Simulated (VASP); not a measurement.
# PtAs (relaxed from the zinc blende structure, space group F-43m): computed properties

Calculation: r2SCAN meta-GGA, VASP's PBE PAW potentials (set 64) (plane waves; VASP).

```json
{
 "space_group": "F-43m (216)",
 "cell": "a = 5.5653 Å, b = 5.5653 Å, c = 5.5653 Å, α = 90.00°, β = 90.00°, γ = 90.00°",
 "volume_per_atom": "21.55 Å³/atom",
 "band gap (over mesh and band path)": "none (metal, semimetal or under 0.01 eV)",
 "density": "10.40 g/cm³"
}
```

Space group F-43m (No. 216); a = b = c = 5.5653 Å, α = β = γ = 90.00°

| atom | site | symmetry | x | y | z |
|---|---|---|---|---|---|
| Pt | 4a | -43m | 0.0000 | 0.0000 | 0.0000 |
| As | 4d | -43m | 0.7500 | 0.7500 | 0.7500 |
(The calculation used a cell of 2 atoms; values per cell refer to that cell.)

Unless said otherwise, spin-orbit coupling is left out, though it shifts the bands of the heavy elements here.

The structure was generated: PtAs was put into the zinc blende type (F-43m), which need not be its known phase. It was relaxed first, which changed the volume by -16 %. Symmetry was kept, so distortions that lower it aren't found. The electron count is odd and the run is not spin-polarised, which forces a metal.
